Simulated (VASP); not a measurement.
Here is the system:

```
CELL_PARAMETERS angstrom
      0.00000     1.69329     1.69329
      1.69329     0.00000     1.69329
      1.69329     1.69329     0.00000
ATOMIC_POSITIONS crystal
  Ni 0.00000 0.00000 0.00000
```
Starting moments (μB, in the order of the record's atoms Ni): 0.6.

All values below come from LDA (Ceperley-Alder, Perdew-Zunger), VASP's LDA PAW potentials (set 64) (plane waves; VASP). Run with 520 eV cut-off, 18×18×18 Γ-centred mesh, first-order Methfessel-Paxton smearing of 0.10 eV, potentials Ni.

### Question
Give the stress tensor in GPa (positive for a compressed cell).

### Answer

```
8.73  0.00  0.00
0.00  8.73  0.00
0.00  0.00  8.73
```
The pressure is its mean diagonal, 8.73 GPa.

The compound is Ni in the fcc structure. This cell is one point of a volume scan, at 0.97 of the reference volume.
